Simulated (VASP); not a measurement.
# GaGe: single point with PBE

Crystal: GaGe.

```
CELL_PARAMETERS angstrom
0.00000 2.89784 2.89784
2.89784 0.00000 2.89784
2.89784 2.89784 0.00000
ATOMIC_POSITIONS crystal
Ge 0.00000 0.00000 0.00000
Ga 0.25000 0.25000 0.25000
```

The cell comes from a database or a generator and needn't be the stable form of this composition.

```json
{
 "Program": "VASP 6.6.1",
 "Task": "single point",
 "Functional": "PBE",
 "Potentials or basis": "VASP PAW PBE potentials, release 64 (Ge_d_GW, Ga_d_GW)",
 "Cutoff": "500 eV",
 "k mesh": "5 × 5 × 5",
 "Occupations": "gaussian, width 0.02 eV",
 "Spin": "no spin polarisation"
}
```

```yaml
Pressure: -0.7 GPa
Band_gap_on_the_k_mesh: none (metal or under the smearing width)
```

Levels at points of the mesh, in eV from the Fermi level:
```
           k point  band 9  band 10  band 11  band 12  band 13  band 14  band 15  band 16  band 17  band 18
(0.00, 0.00, 0.00)  -14.19   -14.19   -10.44     1.78     1.78     1.78     2.16     4.46     4.46     4.46
```

Wall time 19 s on 1 thread of Intel(R) Xeon(R) Platinum 8259CL CPU @ 2.50GHz (Skylake/Cascade Lake) (shared host), peak memory 0.16 GiB.

Caveat: the k mesh is coarse (spacing up to 0.38 Å⁻¹), so the values aren't converged; the cutoff is under 1.25 times the usual one of these potentials, so pressure, stress and relaxed cells hold a basis-set (Pulay) error.
